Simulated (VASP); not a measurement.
Consider the following.

```yaml
crystal:
  lattice:
    - [0.00000, 2.23978, 2.23978]
    - [2.23978, 0.00000, 2.23978]
    - [2.23978, 2.23978, 0.00000]
  atoms:
    - { symbol: Ga, position: [0.00000, 0.00000, 0.00000] }
    - { symbol: N, position: [0.25000, 0.25000, 0.25000] }
```

Method: revPBE GGA, VASP's PBE PAW potentials (set 64) (plane waves; VASP). Run with 520 eV cut-off, 10×10×10 Γ-centred mesh, Gaussian smearing of 0.050 eV, potentials Ga_d N.

Give the stress tensor in GPa (positive for a compressed cell).

```
11.61   0.00   0.00
 0.00  11.61   0.00
 0.00   0.00  11.61
```
The pressure is its mean diagonal, 11.61 GPa.

The compound is GaN in the zinc blende structure, a metastable form; wurtzite is the usual one. This cell is one point of a volume scan, at 0.94 of the reference volume.
